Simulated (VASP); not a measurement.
Data:

```
CELL_PARAMETERS angstrom
      5.68769     0.00000     0.00000
      0.00000     4.13678     0.00000
      0.00000     0.00000     4.70795
ATOMIC_POSITIONS crystal
  Mo 0.17855 0.25000 0.15049
  Mo 0.32145 0.75000 0.65049
  Mo 0.82145 0.75000 0.84951
  Mo 0.67855 0.25000 0.34951
  Si 0.04916 0.25000 0.65925
  Si 0.45084 0.75000 0.15925
  Si 0.95084 0.75000 0.34075
  Si 0.54916 0.25000 0.84075
```

All values below come from PBEsol GGA, VASP's PBE PAW potentials (set 64) (plane waves; VASP). Numerical set-up: 400 eV cut-off, Gaussian smearing of 0.050 eV, potentials Mo_sv Si.

### Question
Estimate the band gap (along the path) with the smallest direct gap where there is one.

### Answer

```json
{
  "band gap (along the path)": "none (metal, semimetal or under 0.01 eV)"
}
```

Total energies compare only between runs with the same potentials, cut-off and functional.

The structure was generated: SiMo was put into the FeB type (Pnma), which need not be its known phase. It was relaxed first, which changed the volume by -39 %.
